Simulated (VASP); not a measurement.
# BiN (Pm-3m): band edges, masses and strain, part 3 of 3

Aim: the gap of BiN, the masses at its band edges and their response to strain. The cell is generated by rule, not measured, and may not be a known phase.

VASP 6.6.1, plane waves and PAW; the level of theory is named at each step.

Still holding for the runs below: The k-mesh is coarse for a metal.

So far. Step 3 (Bands on a dense mesh): At 19.5 GPa the cell is away from the equilibrium volume of this level: left free, it would expand. Step 5 (Orbitals for bands with HSE06): The run ends at a pressure of 26.56 GPa.

The structure was built from a prototype and need not be the compound's stable phase.

## 6. Bands with HSE06

This step: HSE06; plane waves and PAW (Bi_d, N); invented cell (VASP 6.6.1).

A quarter of screened exact exchange corrects much of the semilocal gap error; its cost forces a coarser mesh.

The input, INCAR:

```
SYSTEM = BiN
PREC = Accurate
ENCUT = 520
EDIFF = 1E-06
NELM = 100
ISMEAR = 0
SIGMA = 0.02
LREAL = .FALSE.
ALGO = Normal
LHFCALC = .TRUE.
AEXX = 0.25
GGA = PE
HFSCREEN = 0.2
LASPH = .TRUE.
NBANDS = 16
PRECFOCK = Fast
LORBIT = 11
LWAVE = .FALSE.
LCHARG = .FALSE.
KPAR = 4
ISIF = 2
```

The input, POSCAR:

```
BiN
1.0
    3.0189600000      0.0000000000      0.0000000000
    0.0000000000      3.0189600000      0.0000000000
    0.0000000000      0.0000000000      3.0189600000
Bi N
1 1
Direct
    0.0000000000      0.0000000000      0.0000000000
    0.5000000000      0.5000000000      0.5000000000
```

The input, KPOINTS:

```
Automatic mesh
0
Gamma
6 6 6
0 0 0
```

The input, KPOINTS_OPT:

```
Line mode
8
Line-mode
Reciprocal
  0.00000000   0.00000000   0.00000000 GAMMA
  0.00000000   0.50000000   0.00000000 X

  0.00000000   0.50000000   0.00000000 X
  0.50000000   0.50000000   0.00000000 M

  0.50000000   0.50000000   0.00000000 M
  0.00000000   0.00000000   0.00000000 GAMMA

  0.00000000   0.00000000   0.00000000 GAMMA
  0.50000000   0.50000000   0.50000000 R

  0.50000000   0.50000000   0.50000000 R
  0.00000000   0.50000000   0.00000000 X

  0.50000000   0.50000000   0.00000000 M
  0.50000000   0.50000000   0.50000000 R
```

The projector-augmented-wave data sets are Bi_d and N (PBE family, release 64).

The WAVECAR or CHGCAR of an earlier step is read.

Started as:

```
> mpirun -np 4 vasp_std
```

What it wrote:

```text
[banner, memory and clock lines left out]
running    4 mpi-ranks, on    1 nodes
 distrk:  each k-point on    1 cores,    4 groups
 distr:  one band on    1 cores,    1 groups

 POSCAR found type information on POSCAR BiN
 POSCAR found :  2 types and       2 ions
 LDA part: xc-table for (Slater+PW92), standard interpolation
 found WAVECAR, reading the header
 POSCAR, INCAR and KPOINTS ok, starting setup
 FFT: planning ... GRIDC
 FFT: planning ... GRID_SOFT
 FFT: planning ... GRID
 reading WAVECAR
 the WAVECAR file was read successfully
 initial charge from wavefunction
 entering main loop
       N       E                     dE             d eps       ncg     rms          rms(c)
DAV:   1    -0.114198150073E+02   -0.11420E+02   -0.48713E-01   848   0.715E+00    0.517E-01
DAV:   2    -0.114265668976E+02   -0.67519E-02   -0.29355E-02   728   0.111E+00    0.339E-01
DAV:   3    -0.114255753657E+02    0.99153E-03   -0.13308E-03   928   0.293E-01    0.197E-01
DAV:   4    -0.114252715562E+02    0.30381E-03   -0.28868E-04   824   0.131E-01    0.114E-01
DAV:   5    -0.114251870981E+02    0.84458E-04   -0.91770E-05   728   0.760E-02    0.639E-02
DAV:   6    -0.114251654960E+02    0.21602E-04   -0.28089E-05   768   0.418E-02    0.364E-02
DAV:   7    -0.114251609627E+02    0.45333E-05   -0.72666E-06   792   0.222E-02    0.216E-02
DAV:   8    -0.114251609398E+02    0.22853E-07   -0.23543E-06   696   0.129E-02
   1 F= -.11425161E+02 E0= -.11424622E+02  d E =-.107864E-02
 Start KPOINTS_OPT (optional k-point list driver)
k-point batch [1-20\48]
       N       E                     dE             ncg
DAV:   1     0.189388156482E+04   -0.92361E+04      664
DAV:   2    -0.177552011848E+04   -0.36694E+04      672
DAV:   3    -0.205763061219E+04   -0.28211E+03      816
DAV:   4    -0.206633089568E+04   -0.87003E+01      872
DAV:   5    -0.206648991966E+04   -0.15902E+00      992
DAV:   6    -0.206649446037E+04   -0.45407E-02      944
DAV:   7    -0.206649459793E+04   -0.13756E-03      936
DAV:   8    -0.206649460074E+04   -0.28117E-05      704
DAV:   9    -0.206649460082E+04   -0.73077E-07      688
[...]
k-point batch [41-48\48]
       N       E                     dE             ncg
DAV:   1     0.113016080104E+05   -0.72106E+04      264
DAV:   2     0.999070962097E+04   -0.13109E+04      328
DAV:   3     0.990727360014E+04   -0.83436E+02      312
DAV:   4     0.990544431480E+04   -0.18293E+01      320
DAV:   5     0.990539589884E+04   -0.48416E-01      344
DAV:   6     0.990539385593E+04   -0.20429E-02      344
DAV:   7     0.990539378373E+04   -0.72198E-04      352
DAV:   8     0.990539378121E+04   -0.25177E-05      264
DAV:   9     0.990539378111E+04   -0.10807E-06      176
```

Run time: 8.3 min. Hardware: 4 MPI ranks of AMD EPYC 9R45, shared host; peak memory 0.99 GiB; 31 min of CPU time.

Parts of OUTCAR (step 6):

```text
   k-points           NKPTS =     20   k-points in BZ     NKDIM =    216   number of bands    NBANDS=     16

   NELECT =      20.0000    total number of electrons

  exchange ACFDT corr.  =         0.00000000  see jH, gK, PRB 81, 115126

 E-fermi :  11.2694

 k-point     1 :       0.0000    0.0000    0.0000
  band No.  band energies     occupation
    ...
      6      -8.4796      2.00000
      7       2.5412      2.00000
      8       8.3540      2.00000
      9       8.3540      2.00000
     10       8.3540      2.00000
     11      19.5420      0.00000
     12      19.5420      0.00000
     13      20.8499      0.00000
     14      20.8499      0.00000
     15      20.8499      0.00000
    ...

  Total        3.4443290      3.4443290      3.4443290      0.0000000     -0.0000000     -0.0000000
  in kB      200.5594512    200.5594512    200.5594512      0.0000000     -0.0000000     -0.0000000
  external PRESSURE =     200.5594512 kB  Pullay stress =       0.0000000 kB

 POSITION                                       TOTAL-FORCE (eV/Angst)
 -----------------------------------------------------------------------------------
      0.00000      0.00000      0.00000         0.000000      0.000000      0.000000
      1.50948      1.50948      1.50948         0.000000      0.000000      0.000000
 -----------------------------------------------------------------------------------
    total drift:                               -0.000003     -0.000002     -0.000002

  FREE ENERGIE OF THE ION-ELECTRON SYSTEM (eV)
  ---------------------------------------------------
  free  energy   TOTEN  =       -11.4251609398 eV

  energy  without entropy=      -11.4240822961  energy(sigma->0) =      -11.42462162

[... 7 parts as in an earlier step ...]

[... 9 further parts left out ...]
```

This step gave:

* SCF cycles: 8
* free energy (TOTEN): -11.43 eV
* energy at zero smearing: -11.42 eV
* Fermi energy: 11.27 eV
* pressure: 20.06 GPa

Electronic bands along the path, in eV, zero at the Fermi level; # counts the bands kept, so #1 is VASP's band 7:

```
          point      #1     #2     #3     #4     #5     #6     #7
              Γ   -8.73  -2.92  -2.92  -2.92   8.27   8.27   9.58
0.57 of the way  -11.55  -2.22  -1.84  -1.84   3.83   7.80   7.80
              X  -14.27  -0.95  -0.95  -0.85   0.93   6.41   6.41
0.57 of the way  -12.75  -6.05  -3.91  -0.90   3.41   5.32   8.23
              M  -10.33  -7.95  -7.95  -0.87   5.04   5.04  10.12
0.57 of the way  -10.84  -5.19  -1.79  -0.10   3.25   6.34   8.28
              Γ   -8.73  -2.92  -2.92  -2.92   8.27   8.27   9.58
0.57 of the way  -11.12  -4.72  -4.72  -1.78   2.85   2.85   5.81
              R   -6.93  -3.62  -3.62  -3.62  -2.16  -2.16  -2.16
0.57 of the way  -12.55  -5.28  -2.47  -2.27   1.84   3.23   7.82
              X  -14.27  -0.95  -0.95  -0.85   0.93   6.41   6.41
      jump to M  -10.33  -7.95  -7.95  -0.87   5.04   5.04  10.12
0.43 of the way   -9.52  -6.96  -6.96  -2.10   2.70   2.70   4.36
              R   -6.93  -3.62  -3.62  -3.62  -2.16  -2.16  -2.16
```

Of the projections kept (Bi, N), the largest for each band there; the rest of the weight can lie on other orbitals:

```
point       #1       #2       #3       #4       #5       #6       #7
    Γ  Bi 0.51   N 0.75   N 0.75   N 0.75  Bi 1.00  Bi 1.00  Bi 0.68
    X  Bi 0.93   N 0.94   N 0.94  Bi 0.69   N 0.71  Bi 1.00  Bi 1.00
    M  Bi 1.00  Bi 0.59  Bi 0.59   N 1.00   N 0.55   N 0.55  Bi 1.00
    Γ  Bi 0.51   N 0.75   N 0.75   N 0.75  Bi 1.00  Bi 1.00  Bi 0.68
    R  Bi 1.00   N 0.83   N 0.83   N 0.83  Bi 1.00  Bi 1.00  Bi 1.00
    X  Bi 0.93   N 0.94   N 0.94  Bi 0.69   N 0.71  Bi 1.00  Bi 1.00
```

The electronic bands as a text plot (rows in eV, shown from -8.0 to 8.0 only):

```
    7.7 | *  *     *            ** **               **
    7.0 |     *   *            *                       **  *
    6.3 |  *   ***           **      **                  *
    5.7 |         **      ***  *     **  **        *   **
    5.0 |   *       ******             **                 *
    4.3 |            *   *                 *                *
    3.7 |    *      *     **                          *    *
    3.0 |                    **          **      *****      *
    2.3 |     *    *        *                         *      *
    1.7 |      *  *                                 **       *
    1.0 |       *                          *     **    ***
    0.3 |        *                     **   **     *   **     *
   -0.3 |         *          **      **         *             *
   -1.0 |      **************  *            **  ***   *****
   -1.7 |    **              **    **    **     *     *    *   *
   -2.3 |  ***   * *           ***            **    ** **   *   *
   -3.0 |***                    *****            ***         **
   -3.7 |         * *     **         **    *  ***  *           **
   -4.3 |                      *       **   **  ***   *        *
   -5.0 |          *         **          ***        **        *
   -5.7 |            *                           ***
   -6.3 |           *    *  *                                *
   -7.0 |            **   **                  **            *  **
   -7.7 |             ****                      *         **
         Γ      X      M          Γ            R        X|M     R
```

Of the bands kept, 4 cross the Fermi level on this path.

## 7. Outcome

```
gap, PBEsol                            : none
gap with spin-orbit coupling           : none
gap, HSE06 without spin-orbit coupling : none
```

**Reading.** At this level the bands overlap or touch. Masses were not obtained, since there is no gap at this level. The strain response was not obtained, since there is no gap at this level.

[Lines on the potential files, build, host, timing and source positions are cut from VASP's logs without a mark.]

[Logs are printed without paths, hosts, clocks, repeated set-up lines and the standing remarks that a program may print on its own settings, such as how far it seeks lower states.]

[Hosts, paths, dates, database ids (printed as entryN), source tags and the programs' standing remarks are cut or masked in the printed files.]

[In band tables of VASP the shares of atoms and orbitals are scaled to a sum of 1 inside the atoms' spheres.]

[Gaps and slopes under strain along one axis are those of the sampled path and mesh points; where strain splits equal valleys, another of them can be the edge.]
